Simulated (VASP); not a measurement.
# A VASP study of SnPPt (LDA): structure first, properties next

Aim: relax SnPPt, then compute properties on the relaxed cell. The steps: full relaxation (LDA), second relaxation, density, ELF and potential (LDA), band structure (LDA), density of states (LDA), volume scan with LDA, fit for LDA, independent-particle dielectric function (LDA) and bands along the symmetry lines (LDA), changed input. The cell is invented: it takes the structure of a Materials Project entry for SrPPt (space group 187 there), with some of its atoms replaced by other elements, volume scaled by an estimate. It may not be a known or stable phase.

Calculated with VASP 6.6.1; LDA; plane waves and PAW (Pt, Sn_d, P); invented cell.

Most raw output is cut from this account.

## (1) The starting structure

Before any relaxation, the start is as follows. It takes space group P-6m2 (No. 187, hexagonal). Conventional cell: a = 4.077 Å, b = 4.077 Å, c = 4.492 Å, α = 90.00°, β = 90.00°, γ = 120.00°. Pt has 3 P at 2.35 Å and 6 Sn at 3.25 Å nearest. Nearest to Sn lie 6 P at 3.25 Å and 6 Pt at 3.25 Å. Nearest to P lie 3 Pt at 2.35 Å. It derives from SrPPt. it takes the structure of a Materials Project entry for SrPPt (space group 187 there), with some of its atoms replaced by other elements, volume scaled by an estimate. Farther neighbours are not listed.

## (2) Full relaxation (LDA)

Properties are meant for the cell that this level of theory prefers, so cell and atoms are relaxed first (ISIF = 3) until forces and stress are small; EDIFFG sets the threshold. LDA, the lowest rung, knows the local density alone.

INCAR reads:

```
SYSTEM = SnPPt
PREC = Accurate
ENCUT = 400
EDIFF = 1E-06
NELM = 100
ISMEAR = 0
SIGMA = 0.05
LREAL = .FALSE.
ALGO = Normal
GGA = CA
NBANDS = 20
LORBIT = 11
LWAVE = .FALSE.
LCHARG = .FALSE.
IBRION = 2
NSW = 60
ISIF = 3
EDIFFG = -0.01
```

POSCAR reads:

```
SnPPt
1.0
    4.0772930000      0.0000000000      0.0000000000
   -2.0386470000      3.5310400000      0.0000000000
    0.0000000000      0.0000000000      4.4919240000
Pt Sn P
1 1 1
Direct
    0.0000000000      0.0000000000      0.5000000000
    0.6666666700      0.3333333300      0.0000000000
    0.3333333300      0.6666666700      0.5000000000
```

KPOINTS reads:

```
Automatic mesh
0
Gamma
6 6 5
0 0 0
```

PAW data sets: Pt, Sn_d and P (LDA family, release 64).

Started as:

```
> mpirun -np 1 vasp_std
```

Wall time 83 s (1 MPI rank of Intel Xeon Platinum 8488C (Sapphire Rapids), shared host); peak memory 0.16 GiB.

This run has no spin polarisation. Its electron count is odd, so without a moment it is a metal by construction. The k-mesh is coarse for a metal. After so large a change of volume the plane waves of the start cell no longer fit, so the final stress carries a basis-set error. The run keeps the 12 symmetry operations of its start, so it cannot find a distortion of lower symmetry.

Step by step:

```
step  energy less that of the first step (eV)  largest force (eV/Å)  pressure (GPa)  volume (Å³)
   1                                   0.0000                0.0000           -8.34        64.67
   2                                   0.0748                0.0000           13.95        54.73
   3                                  -0.1388                0.0000           -0.38        59.92
   4                                  -0.1389                0.0000           -0.17        59.82
   5                                  -0.1460                0.0000           -0.16        59.52
   6                                  -0.1502                0.0000            0.03        59.09
   7                                  -0.1505                0.0000            0.11        58.97
   8                                  -0.1505                0.0000            0.12        58.96
   9                                  -0.1504                0.0000           -0.23        59.11
  10                                  -0.1505                0.0000           -0.01        59.01
```

```
conventional cell, symmetrised  before  after  change
                         a (Å)   4.077  3.997  -2.0 %
                         b (Å)   4.077  3.997  -2.0 %
                         c (Å)   4.492  4.265  -5.1 %
              volume (Å³/atom)   21.56  19.67  -8.8 %
```

Final coordinates:

```xyz
3
Lattice="3.9971 0.0000 0.0000 -1.9985 3.4616 0.0000 0.0000 0.0000 4.2648" Properties=species:S:1:pos:R:3 pbc="T T T"
Pt    0.0000    0.0000    2.1324
Sn    1.9985    1.1539    0.0000
P     0.0000    2.3077    2.1324
```

This step gave:

| Quantity | Value |
| --- | --- |
| electrons | 29 |
| bands | 20 |
| irreducible k-points | 21 |
| symmetry operations | 12 |
| free energy (TOTEN) | -18.64 eV |
| energy at zero smearing | -18.64 eV |
| Fermi energy | 8.502 eV |
| pressure | -0.008472 GPa |
| metallic | yes |
| SCF cycles over all ionic steps | 77 |

It ends with forces that vanish by symmetry and a pressure of -0.01 GPa.

## (3) Second relaxation

The basis stayed that of the start cell while the cell moved. A rerun from the cell reached resets it; the error of the finite cutoff stays. The mesh changes with the cell too.

INCAR is that of step 2.

POSCAR reads:

```
SnPPt
1.0
    3.9970596070      0.0000000118      0.0000000000
   -1.9985302834      3.4615557960      0.0000000000
    0.0000000000      0.0000000000      4.2648296425
Pt Sn P
1 1 1
Direct
    0.0000000000      0.0000000000      0.5000000000
    0.6666666700      0.3333333300      0.0000000000
    0.3333333300      0.6666666700      0.5000000000
```

KPOINTS reads:

```
Automatic mesh
0
Gamma
7 7 5
0 0 0
```

Started as:

```
> mpirun -np 1 vasp_std
```

The job ended after 43 s (1 MPI rank; peak memory 0.15 GiB).

The steps of the relaxation:

```
step  energy less that of the first step (eV)  largest force (eV/Å)  pressure (GPa)  volume (Å³)
   1                                   0.0000                0.0000            0.00        59.01
   2                                  -0.0038                0.0000            0.45        59.01
   3                                  -0.0052                0.0000            0.91        59.01
   4                                  -0.0067                0.0000            0.19        59.46
   5                                  -0.0067                0.0000            0.07        59.53
   6                                  -0.0067                0.0000            0.03        59.53
```

```
conventional cell, symmetrised  before  after  change
                         a (Å)   3.997  3.973  -0.6 %
                         b (Å)   3.997  3.973  -0.6 %
                         c (Å)   4.265  4.355  +2.1 %
              volume (Å³/atom)   19.67  19.84  +0.9 %
```

Final coordinates:

```
Pt Sn P
1.0
     3.97313    0.00000    0.00000
    -1.98656    3.44083    0.00000
     0.00000    0.00000    4.35480
Pt Sn P
1 1 1
Direct
  0.00000 0.00000 0.50000
  0.66667 0.33333 0.00000
  0.33333 0.66667 0.50000
```

This step gave:

```
irreducible k-points            : 24
energy at zero smearing         : -18.63 eV
Fermi energy                    : 8.330 eV
pressure                        : 0.03386 GPa
SCF cycles over all ionic steps : 44
```

It ends with forces that vanish by symmetry and a pressure of 0.03 GPa.

## (4) Density, ELF and potential (LDA)

The relaxed cell gets a fresh self-consistent run, on a basis set for its own volume, to fix the density and to check the remaining stress.

Changes to INCAR since step 3:

```diff
@@ -13,6 +13,5 @@
 LWAVE = .FALSE.
-LCHARG = .FALSE.
-IBRION = 2
-NSW = 60
-ISIF = 3
-EDIFFG = -0.01
+LCHARG = .TRUE.
+ISIF = 2
+LELF = .TRUE.
+LVHAR = .TRUE.
```

POSCAR reads:

```
SnPPt
1.0
    3.9731288998      0.0000000150      0.0000000000
   -1.9865649241      3.4408311824      0.0000000000
    0.0000000000      0.0000000000      4.3548036121
Pt Sn P
1 1 1
Direct
    0.0000000000      0.0000000000      0.5000000000
    0.6666666700      0.3333333300      0.0000000000
    0.3333333300      0.6666666700      0.5000000000
```

KPOINTS is that of step 3.

Started as:

```
> mpirun -np 1 vasp_std
```

Wall time 15 s (1 MPI rank); peak memory 0.15 GiB.

Numbers from this step:

```
SCF cycles   : 12
Fermi energy : 8.331 eV
pressure     : -0.02189 GPa
```

Valence electrons inside each PAW sphere by angular momentum. Sphere charges, by row:

```
atom  s (e)  p (e)  d (e)  tot (e)
 Pt1  0.749  0.641  8.198    9.589
 Sn2  1.397  0.715  9.995    12.11
  P3  1.054  1.385      0    2.439
```

Valence density in the ab plane at fractional z = 0.500, with atoms of Pt and P within 0.2 Å of it. It is the smooth field of the valence electrons, not physical close to the nuclei.

Ten even steps from '0' (-0.1 e/Å³) to '9' (3.5 e/Å³), each cell a mean:
```
86421111112468
54222222222466
32222112222344
11221012211222
11210012111111
11210111100000
11222211000000
11222110000000
11221100000000
12221100000001
34321100000011
56531100000123
88531100001246
98531110111358
```
Columns run along a (4.0 Å), rows up along b (4.0 Å). Atoms in or near the plane, at fractional coordinates: Pt at (0.00, 0.00), P at (0.33, 0.67).

Electrostatic potential energy in the ab plane at fractional z = 0.500, with atoms of Pt and P within 0.2 Å of it. With pseudopotentials it is smooth inside the atoms' cores, unlike the true potential.

Ten even steps from '_' (-80 eV) to '@' (3 eV), each cell a mean:
```
..::++%%@@%%%%%%%%@@##==::..
::==##%%##**++**%%%%##==::::
**##%%**--....==##%%##++====
%%%%##--______==##@@%%######
@@%%==________**%%@@@@@@@@@@
@@%%--____..==%%@@@@@@@@@@@@
@@%%==::::++##@@@@@@@@@@@@@@
@@%%##**##%%@@@@@@@@@@@@@@@@
@@@@%%%%@@@@@@@@@@@@@@@@@@@@
%%%%##%%@@@@@@@@@@@@@@@@@@@@
**++++**%%@@@@@@@@@@@@@@@@%%
--::--++%%@@@@@@@@@@@@@@##++
....::++%%@@@@@@@@@@@@##==::
__..--**%%@@@@@@@@@@%%**::..
```
Columns run along a (4.0 Å; values clipped at the 3rd and 97th percentile), rows up along b (4.0 Å). Atoms in or near the plane, at fractional coordinates: Pt at (0.00, 0.00), P at (0.33, 0.67).

ELF in the ab plane at fractional z = 0.500, with atoms of Pt and P within 0.2 Å of it. It is the smooth field of the valence electrons, not physical close to the nuclei.

Values, 14 rows by 14 columns, each cell a mean:
```
0.01 0.06 0.27 0.43 0.55 0.66 0.66 0.67 0.66 0.51 0.40 0.22 0.03 0.00
0.08 0.24 0.43 0.59 0.73 0.72 0.68 0.74 0.74 0.56 0.42 0.22 0.05 0.03
0.30 0.42 0.61 0.78 0.73 0.55 0.59 0.78 0.78 0.56 0.41 0.28 0.18 0.19
0.39 0.56 0.76 0.73 0.48 0.31 0.51 0.78 0.75 0.52 0.37 0.32 0.30 0.32
0.48 0.68 0.72 0.53 0.26 0.28 0.54 0.74 0.67 0.44 0.32 0.30 0.30 0.32
0.55 0.68 0.65 0.51 0.43 0.52 0.65 0.66 0.51 0.32 0.25 0.24 0.26 0.34
0.56 0.68 0.72 0.72 0.71 0.70 0.67 0.51 0.33 0.20 0.17 0.17 0.21 0.33
0.55 0.69 0.78 0.80 0.76 0.67 0.51 0.29 0.15 0.09 0.08 0.10 0.18 0.32
0.49 0.58 0.64 0.64 0.58 0.47 0.34 0.17 0.09 0.05 0.05 0.09 0.20 0.33
0.39 0.43 0.45 0.43 0.38 0.32 0.25 0.13 0.07 0.05 0.08 0.15 0.25 0.32
0.31 0.29 0.30 0.33 0.33 0.28 0.23 0.13 0.08 0.09 0.15 0.23 0.29 0.32
0.10 0.08 0.12 0.24 0.31 0.28 0.24 0.16 0.14 0.17 0.24 0.28 0.30 0.22
0.00 0.00 0.06 0.23 0.32 0.31 0.31 0.29 0.29 0.30 0.31 0.31 0.19 0.05
0.11 0.00 0.10 0.29 0.36 0.43 0.47 0.47 0.47 0.41 0.35 0.28 0.08 0.01
```
Columns run along a (4.0 Å), rows up along b (4.0 Å). Atoms in or near the plane, at fractional coordinates: Pt at (0.00, 0.00), P at (0.33, 0.67).

In this run the pressure is -0.02 GPa, small enough to go on.

## (5) Band structure (LDA)

Levels along the symmetry lines show where the bands peak and cross; KPOINTS_OPT computes them in the converged potential.

INCAR reads:

```
SYSTEM = SnPPt
PREC = Accurate
ENCUT = 400
EDIFF = 1E-06
NELM = 100
ISMEAR = 0
SIGMA = 0.05
LREAL = .FALSE.
ALGO = Normal
GGA = CA
NBANDS = 27
LORBIT = 11
LWAVE = .FALSE.
LCHARG = .FALSE.
```

POSCAR is that of step 4.

KPOINTS is that of step 4.

KPOINTS_OPT reads:

```
Line mode
16
Line-mode
Reciprocal
  0.00000000   0.00000000   0.00000000 GAMMA
  0.50000000   0.00000000   0.00000000 M

  0.50000000   0.00000000   0.00000000 M
  0.33333333   0.33333333   0.00000000 K

  0.33333333   0.33333333   0.00000000 K
  0.00000000   0.00000000   0.00000000 GAMMA

  0.00000000   0.00000000   0.00000000 GAMMA
  0.00000000   0.00000000   0.50000000 A

  0.00000000   0.00000000   0.50000000 A
  0.50000000   0.00000000   0.50000000 L

  0.50000000   0.00000000   0.50000000 L
  0.33333333   0.33333333   0.50000000 H

  0.33333333   0.33333333   0.50000000 H
  0.00000000   0.00000000   0.50000000 A

  0.50000000   0.00000000   0.50000000 L
  0.50000000   0.00000000   0.00000000 M

  0.33333333   0.33333333   0.00000000 K
  0.33333333   0.33333333   0.50000000 H
```

Started as:

```
> mpirun -np 1 vasp_std
```

It took 81 s on 1 MPI rank; peak memory 0.17 GiB.

Spin-orbit coupling is off here; with elements this heavy it splits and shifts levels by tenths of an eV or more.

Numbers from this step:

- bands: 27
- pressure: -0.01312 GPa

The electronic bands at the labelled points (eV, zero at the Fermi level; # counts the bands kept):

```
          point     #5     #6     #7     #8     #9    #10   #11   #12
              Γ  -3.11  -3.11  -1.45   2.26   2.26   2.69  3.38  3.38
0.47 of the way  -3.18  -2.15  -1.50  -0.88  -0.04   2.74  3.44  4.54
              M  -4.14  -3.27  -1.93  -1.57   0.06   2.02  2.31  4.16
0.53 of the way  -4.02  -3.65  -2.49  -0.84   0.58   1.71  2.52  4.16
              K  -4.01  -3.91  -2.72  -0.35   0.95   1.09  3.13  4.07
0.47 of the way  -3.36  -3.09  -1.72  -0.75  -0.33   2.94  2.99  4.10
              Γ  -3.11  -3.11  -1.45   2.26   2.26   2.69  3.38  3.38
0.47 of the way  -3.20  -3.20  -0.73   2.54   2.54   2.62  3.33  3.33
              A  -3.31  -2.90   0.76   1.00   2.92   2.92  3.21  3.21
0.53 of the way  -3.59  -2.84  -1.22  -0.81   0.63   2.36  2.90  3.13
              L  -3.88  -3.80  -2.41  -1.12  -0.94   1.87  3.06  3.11
0.47 of the way  -4.24  -3.11  -2.40  -1.57  -1.21   0.55  4.15  4.24
              H  -4.19  -2.38  -2.18  -2.04  -1.80  -0.38  4.72  5.90
0.47 of the way  -3.21  -2.91  -1.65  -0.98  -0.44   1.67  3.67  4.05
              A  -3.31  -2.90   0.76   1.00   2.92   2.92  3.21  3.21
      jump to L  -3.88  -3.80  -2.41  -1.12  -0.94   1.87  3.06  3.11
0.47 of the way  -3.91  -3.60  -2.21  -1.37  -0.90   1.97  3.50  3.64
              M  -4.14  -3.27  -1.93  -1.57   0.06   2.02  2.31  4.16
      jump to K  -4.01  -3.91  -2.72  -0.35   0.95   1.09  3.13  4.07
0.47 of the way  -4.16  -3.62  -2.41  -1.22  -0.02   0.69  2.94  4.56
              H  -4.19  -2.38  -2.18  -2.04  -1.80  -0.38  4.72  5.90
```

Of the projections kept (Pt, Sn, P), the largest for each band there; the rest of the weight can lie on other orbitals:

```
point       #5       #6       #7       #8       #9      #10      #11      #12
    Γ  Pt 1.00  Pt 1.00  Pt 0.69  Pt 0.51  Pt 0.51  Pt 0.70  Pt 0.45  Pt 0.45
    M  Pt 0.86  Pt 0.99  Pt 0.60  Pt 0.52   P 0.49  Sn 0.48  Pt 0.49  Pt 0.61
    K  Pt 0.91  Pt 0.90  Pt 0.90  Sn 0.44  Pt 0.53  Sn 0.54  Sn 0.67  Sn 0.44
    Γ  Pt 1.00  Pt 1.00  Pt 0.69  Pt 0.51  Pt 0.51  Pt 0.70  Pt 0.45  Pt 0.45
    A  Pt 0.97  Pt 0.95   P 0.41   P 0.63  Pt 0.68  Pt 0.68  Sn 0.98  Sn 0.98
    L  Pt 0.93  Pt 0.93  Pt 0.98  Pt 0.78  Pt 0.61   P 0.45  Sn 0.70  Pt 0.54
```

There is no gap at this level.

## (6) Density of states (LDA)

Here the states are counted by energy and projected on the atoms. The mesh is finer than in the run before.

Changes to INCAR since step 5:

```diff
@@ -5,3 +5,3 @@
 NELM = 100
-ISMEAR = 0
+ISMEAR = -5
 SIGMA = 0.05
@@ -14 +14,2 @@
 LCHARG = .FALSE.
+NEDOS = 2001
```

POSCAR is that of step 5.

KPOINTS reads:

```
Automatic mesh
0
Gamma
10 10 8
0 0 0
```

Started as:

```
> mpirun -np 1 vasp_std
```

Wall time 52 s (1 MPI rank); peak memory 0.19 GiB.

With tetrahedra the forces and stress of a metal are not exact derivatives of the energy.

This step gave:

```
SCF cycles             : 14
irreducible k-points   : 70
free energy (TOTEN)    : -18.63 eV
Fermi energy           : 8.395 eV
pressure               : 0.1698 GPa
DOS at the Fermi level : 1.498 states/eV/cell
```

The density of states has structure finer than the step of the table below, so its rows give means over 1 eV, whole bins alone (the curve runs from -12.0 to 6.69 eV). Peaks (eV: height): total -7.8: 4.01, -4.4: 5.39, -4.1: 4.12, -3.5: 4.93; Pt d -4.4: 3.52, -4.1: 2.40, -3.5: 3.62, -2.2: 2.24; Sn p 2.0: 0.846, 3.2: 0.884, 4.0: 1.07, 4.7: 0.415; P p -6.2: 0.436, -5.1: 0.501, -4.8: 0.446, -4.4: 0.443; Pt p -11.1: 0.146, -1.2: 0.201, 2.0: 0.165, 4.7: 0.146.

States under -12.0 eV and over 6.7 eV are left out. Table of density of states by energy, zero at the Fermi level; means over each step; 7 of 8 lines; values in states/eV/cell:

```
energy (eV)   total    Pt d     Sn p      P p    Pt p     Sn s    Pt s
        -11    1.07   0.110  0.00941  0.00204  0.0633   0.0102  0.0458
        -10       0       0        0        0       0        0       0
         -9  0.0191  3.6e-4   6.3e-5   8.7e-4  7.8e-4  0.00847  7.9e-6
         -8    1.66   0.215  0.00987   0.0989  0.0433    0.597  0.0621
         -7   0.553   0.135   0.0142   0.0524  0.0112    0.120  0.0336
         -6    2.05   0.852   0.0664    0.323  0.0412   0.0791   0.158
         -5    2.13    1.10   0.0771    0.293  0.0719   0.0540  0.0283
         -4    3.45    2.19    0.172    0.147  0.0503   0.0676  0.0834
         -3    1.92    1.32   0.0892   0.0284  0.0386   0.0258  0.0529
         -2    1.99    1.09   0.0689   0.0716  0.0789    0.140   0.108
         -1    2.31   0.832    0.144    0.231   0.158    0.206  0.0481
          0    1.40   0.376   0.0940    0.217   0.117   0.0598  0.0276
          1   0.684   0.145   0.0869   0.0826  0.0749   0.0120  0.0147
          2    1.57   0.260    0.338    0.148  0.0975   0.0191  0.0239
          3    1.95   0.235    0.556    0.188  0.0615   0.0115  0.0724
          4    2.10   0.222    0.676    0.267  0.0622  0.00699  0.0609
          5    1.21   0.103    0.177    0.157  0.0750  0.00697  0.0718
          6   0.917  0.0699   0.0836    0.116  0.0601  0.00536  0.0998
```

The finer mesh and the other smearing move the Fermi level by +0.06 eV from the 7×7×5 run, one measure of the sampling error in the zero of the bands above. Of the states within 0.3 eV of the Fermi level, the largest shares in the PAW spheres are Pt d 27 %, P p 16 % and Pt p 8 %. The rest lies in smaller channels or between the spheres.

## (7) Volume scan with LDA, volume scale 0.94

An equation of state needs energies on both sides of the minimum, all on one mesh and cutoff.

INCAR reads:

```
SYSTEM = SnPPt
PREC = Accurate
ENCUT = 400
EDIFF = 1E-06
NELM = 100
ISMEAR = 0
SIGMA = 0.05
LREAL = .FALSE.
ALGO = Normal
GGA = CA
NBANDS = 20
LORBIT = 11
LWAVE = .FALSE.
LCHARG = .FALSE.
ISIF = 2
```

POSCAR reads:

```
SnPPt
1.0
    3.8920218784      0.0000000147      0.0000000000
   -1.9460114037      3.3705904287      0.0000000000
    0.0000000000      0.0000000000      4.2659051246
Pt Sn P
1 1 1
Direct
    0.0000000000      0.0000000000      0.5000000000
    0.6666666700      0.3333333300      0.0000000000
    0.3333333300      0.6666666700      0.5000000000
```

KPOINTS reads:

```
Automatic mesh
0
Gamma
7 7 5
0 0 0
```

Started as:

```
> mpirun -np 1 vasp_std
```

It took 15 s on 1 MPI rank; peak memory 0.15 GiB.

The scan keeps the cell's shape and the fractional positions fixed.

This step gave:

| Property | Result |
| --- | --- |
| bands | 20 |
| irreducible k-points | 24 |
| free energy (TOTEN) | -18.54 eV |
| energy at zero smearing | -18.54 eV |
| Fermi energy | 9.214 eV |
| pressure | 8.874 GPa |

The pressure here is 8.87 GPa.

## (8) Volume scan with LDA, volume scale 0.96

INCAR is that of step 7.

POSCAR reads:

```
SnPPt
1.0
    3.9194313862      0.0000000148      0.0000000000
   -1.9597161609      3.3943277631      0.0000000000
    0.0000000000      0.0000000000      4.2959476998
Pt Sn P
1 1 1
Direct
    0.0000000000      0.0000000000      0.5000000000
    0.6666666700      0.3333333300      0.0000000000
    0.3333333300      0.6666666700      0.5000000000
```

KPOINTS is that of step 7.

Started as:

```
> mpirun -np 1 vasp_std
```

Run time: 16 s. Hardware: 1 MPI rank; peak memory 0.15 GiB.

Numbers from this step:

```
SCF cycles              : 13
free energy (TOTEN)     : -18.59 eV
energy at zero smearing : -18.59 eV
Fermi energy            : 8.903 eV
pressure                : 5.593 GPa
```

The pressure falls from 8.87 to 5.59 GPa.

The run ends at a pressure of 5.59 GPa.

## (9) Volume scan with LDA, volume scale 0.98

INCAR is that of step 8.

POSCAR reads:

```
SnPPt
1.0
    3.9464628017      0.0000000149      0.0000000000
   -1.9732318719      3.4177376599      0.0000000000
    0.0000000000      0.0000000000      4.3255758616
Pt Sn P
1 1 1
Direct
    0.0000000000      0.0000000000      0.5000000000
    0.6666666700      0.3333333300      0.0000000000
    0.3333333300      0.6666666700      0.5000000000
```

KPOINTS is that of step 8.

Started as:

```
> mpirun -np 1 vasp_std
```

Wall time 14 s (1 MPI rank); peak memory 0.15 GiB.

The pressure falls from 5.59 to 2.60 GPa.

The run ends at a pressure of 2.60 GPa.

## (10) Volume scan with LDA, volume scale 1

INCAR is that of step 9.

POSCAR reads:

```
SnPPt
1.0
    3.9731288998      0.0000000150      0.0000000000
   -1.9865649241      3.4408311824      0.0000000000
    0.0000000000      0.0000000000      4.3548036121
Pt Sn P
1 1 1
Direct
    0.0000000000      0.0000000000      0.5000000000
    0.6666666700      0.3333333300      0.0000000000
    0.3333333300      0.6666666700      0.5000000000
```

KPOINTS is that of step 9.

Started as:

```
> mpirun -np 1 vasp_std
```

The job ended after 14 s (1 MPI rank; peak memory 0.15 GiB).

The pressure falls from 2.60 to -0.02 GPa.

The run ends at a pressure of -0.02 GPa.

(Part 1 of 2 ends here.)

[Lines on the potential files, build, host, timing and source positions are cut from VASP's logs without a mark.]

[Logs are printed without paths, hosts, clocks, repeated set-up lines and the standing remarks that a program may print on its own settings, such as how far it seeks lower states.]

[Hosts, paths, dates, database ids (printed as entryN), source tags and the programs' standing remarks are cut or masked in the printed files.]

[A measured line is paired with the nearest computed mode of its activity, which favours agreement.]
